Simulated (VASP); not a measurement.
A VASP calculation is set up with these files.

**KPOINTS**
```
Automatic mesh
0
Gamma
8 8 8
0 0 0
```

File POSCAR:
```
Ni3Si
1
    3.5035675749    -0.0000000000    -0.0000000000
    0.0000000000     3.5035675749    -0.0000000000
    0.0000000000     0.0000000000     3.5035675749
Si Ni
1 3
Direct
  0.0000000000   0.0000000000   0.0000000000
  0.0000000000   0.5000000000   0.5000000000
  0.5000000000   0.0000000000   0.5000000000
  0.5000000000   0.5000000000   0.0000000000
```

**INCAR**
```
# general
SYSTEM  = Ni3Si
PREC    = Accurate
ENCUT   = 400
LREAL   = .FALSE.
LASPH   = .TRUE.

# electronic loop
EDIFF   = 1E-6
NELM    = 100
ALGO    = Normal
LMAXMIX = 4

# smearing
ISMEAR  = 1
SIGMA   = 0.1

# functional
GGA     = PE

# ions
IBRION  = 2
NSW     = 60
ISIF    = 3
EDIFFG  = -0.02

# output
LWAVE   = .FALSE.
LCHARG  = .FALSE.
```

POTCAR, in this order: Si Ni (PBE.64 set). Program: vasp_std.

**Question.** Translate this PBE calculation to Ansatz.

**Answer.** One equivalent input (not run):
Ansatz 0.2 input:
```yaml
crystal:
  lattice:
    - [3.5035676, 0.0000000, 0.0000000]
    - [0.0000000, 3.5035676, 0.0000000]
    - [0.0000000, 0.0000000, 3.5035676]
  atoms:
    - { symbol: Si, position: [0.0000000, 0.0000000, 0.0000000] }
    - { symbol: Ni, position: [0.0000000, 0.5000000, 0.5000000] }
    - { symbol: Ni, position: [0.5000000, 0.0000000, 0.5000000] }
    - { symbol: Ni, position: [0.5000000, 0.5000000, 0.0000000] }
kpoints:
  mp_grid: { grid: [8, 8, 8] }
hamiltonian:
  xc: pbe
  pseudopotentials: { kind: paw }
scf:
  occupations: { method: methfessel_paxton, width: 0.1 }
  max_iter: 100
relax:
  max_steps: 60
  f_tol: 0.02
  cell: {}
output: { forces: true, stress: true, eigenvalues: true }
```
What does not carry over: each code has its own PAW files, so the cut-off isn't converted (ENCUT is set for VASP's; basis.ecutwfc is left out, and Ansatz then takes the one that its files recommend); Ansatz stops its SCF on the density residual and VASP on the energy change (EDIFF).

The compound is Ni3Si in the L1_2 structure. It was relaxed first. The start is the result of an earlier pass.
